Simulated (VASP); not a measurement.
VASP runs on GaP (space group F-43m) share one base input (PBE GGA, plane waves, VASP's PBE PAW potentials (set 64)) and change the settings named in each case.

### INCAR
```
SYSTEM  =  GaP
LWAVE  =  .FALSE.
LMAXMIX  =  4   # l cut-off of mixed one-centre charges
LCHARG  =  .FALSE.
NELM  =  100
PREC  =  Accurate
LREAL  =  .FALSE.   # projection in real space or not
LASPH  =  .TRUE.   # aspherical one-centre terms
GGA  =  PE   # PBE
SIGMA  =  0.01
ENCUT  =  300   # plane-wave cut-off (eV)
EDIFF  =  1E-6   # SCF stop (eV)
ISIF  =  2
ISMEAR  =  -1
ALGO  =  Normal   # blocked Davidson
```

**KPOINTS**
```
Automatic mesh
0
Gamma
5 5 5
0 0 0
```

**POSCAR**
```
GaP
1
    0.0000000000     2.7250000000     2.7250000000
    2.7250000000     0.0000000000     2.7250000000
    2.7250000000     2.7250000000     0.0000000000
Ga P
1 1
Direct
  0.0000000000   0.0000000000   0.0000000000
  0.2500000000   0.2500000000   0.2500000000
```

POTCAR, in this order: Ga_d P (PBE.64 set). Program: vasp_std.

```
change                                                                                                              E(σ→0) (eV/atom)  pressure (GPa)
------------------------------------------------------------------------------------------------------------------  ----------------  --------------
base run                                                                                                                     -4.5359            2.42
GGA removed, POTCAR Ga_d P (LDA.64 set)                                                                                      -5.1962               …
GGA_COMPAT = .FALSE., LNONCOLLINEAR = .TRUE., LSORBIT = .TRUE., MAGMOM = 0.0 0.0 0.0 0.0 0.0 0.0, program vasp_ncl           -4.5390               …
KPOINTS 3×3×3 Γ-centred mesh                                                                                                 -4.3071            3.94
```

Task: Some entries are withheld; supply them.

Result: 
- GGA_COMPAT = .FALSE., LNONCOLLINEAR = .TRUE., LSORBIT = .TRUE., MAGMOM = 0.0 0.0 0.0 0.0 0.0 0.0, program vasp_ncl, pressure (GPa): 2.34
- GGA removed, POTCAR Ga_d P (LDA.64 set), pressure (GPa): -2.70

Energies of different potentials or functionals have different zeros.  At 300 eV the pressure can carry a Pulay error.

Left out are runs that ran out of time, are held back, or changed the cell or the kind of run, fixed moments of cells without a moment, rows past the twelfth, gaps on odd meshes, pressures of charged cells and columns that move by less than the noise.

The structure is a typed GaP crystal (F-43m). The cell was not relaxed at this level.
